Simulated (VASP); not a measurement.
Data:

```xyz
4
Lattice="1.6686 -2.8902 0.0000 1.6686 2.8902 0.0000 0.0000 0.0000 5.4060" Properties=species:S:1:pos:R:3 pbc="T T T"
Zn     1.6686    -0.9634     2.7132
Zn     1.6686     0.9634     0.0102
O      1.6686    -0.9634     4.7579
O      1.6686     0.9634     2.0549
```

The numbers are results of vdW-DF2, VASP's PBE PAW potentials (set 64) (plane waves; VASP 6.6.1), not measurements. Run with 520 eV cut-off, 9×9×5 Γ-centred mesh, tetrahedra with Blöchl corrections, potentials Zn O.

The cores are frozen, which limits the accuracy of field gradients.

Give the principal components of the electric field gradient (V/Å²) and the asymmetry η at each nucleus.

```
atom   Vxx   Vyy   Vzz     η
----  ----  ----  ----  ----
Zn1   -1.8  -1.8   3.5  0.00
Zn2   -1.8  -1.8   3.5  0.00
O3     0.5   0.5  -0.9  0.00
O4     0.5   0.5  -0.9  0.00
```

The compound is ZnO in the wurtzite structure. It was relaxed first, which changed the volume by +9 %.
